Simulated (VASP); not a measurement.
Input:

```
SrTe
1.0
    0.00000     3.36213     3.36213
    3.36213     0.00000     3.36213
    3.36213     3.36213     0.00000
Sr Te
1 1
Direct
  0.00000   0.00000   0.00000
  0.50000   0.50000   0.50000
```

All values below come from modified Becke-Johnson potential (mBJ) with spin-orbit coupling, VASP's PBE PAW potentials (set 64) (plane waves; VASP). Settings: 350 eV cut-off, 6×6×6 Γ-centred mesh, Gaussian smearing of 0.050 eV, potentials Sr_sv Te.

mBJ is a potential without an energy functional, so only the levels count.

Give the energies of bands 11 to 23 at the high-symmetry points, in eV from the valence-band maximum.

```json
[
 {"band": "11", "Γ": "-0.80", "X": "-2.06", "U": "-2.03", "L": "-2.75", "W": "-1.97"},
 {"band": "12", "Γ": "-0.80", "X": "-2.06", "U": "-2.03", "L": "-2.75", "W": "-1.97"},
 {"band": "13", "Γ": "0.00", "X": "-1.10", "U": "-1.62", "L": "-1.41", "W": "-1.45"},
 {"band": "14", "Γ": "0.00", "X": "-1.10", "U": "-1.62", "L": "-1.41", "W": "-1.45"},
 {"band": "15", "Γ": "0.00", "X": "-0.68", "U": "-1.04", "L": "-1.04", "W": "-1.40"},
 {"band": "16", "Γ": "0.00", "X": "-0.68", "U": "-1.04", "L": "-1.04", "W": "-1.40"},
 {"band": "17", "Γ": "3.51", "X": "2.19", "U": "3.19", "L": "4.39", "W": "4.17"},
 {"band": "18", "Γ": "3.51", "X": "2.19", "U": "3.19", "L": "4.39", "W": "4.17"},
 {"band": "19", "Γ": "3.55", "X": "4.26", "U": "5.02", "L": "5.38", "W": "4.25"},
 {"band": "20", "Γ": "3.55", "X": "4.26", "U": "5.02", "L": "5.38", "W": "4.25"},
 {"band": "21", "Γ": "3.55", "X": "4.64", "U": "5.56", "L": "5.49", "W": "4.57"},
 {"band": "22", "Γ": "3.55", "X": "4.64", "U": "5.56", "L": "5.49", "W": "4.57"},
 {"band": "23", "Γ": "3.59", "X": "5.92", "U": "5.67", "L": "5.51", "W": "5.54"}
]
```

The gap is indirect, 2.19 eV, from the valence maximum at Γ to the conduction minimum at X.

The compound is SrTe in the rock salt structure. It was relaxed first. The cell's shape comes from a PBE relaxation.
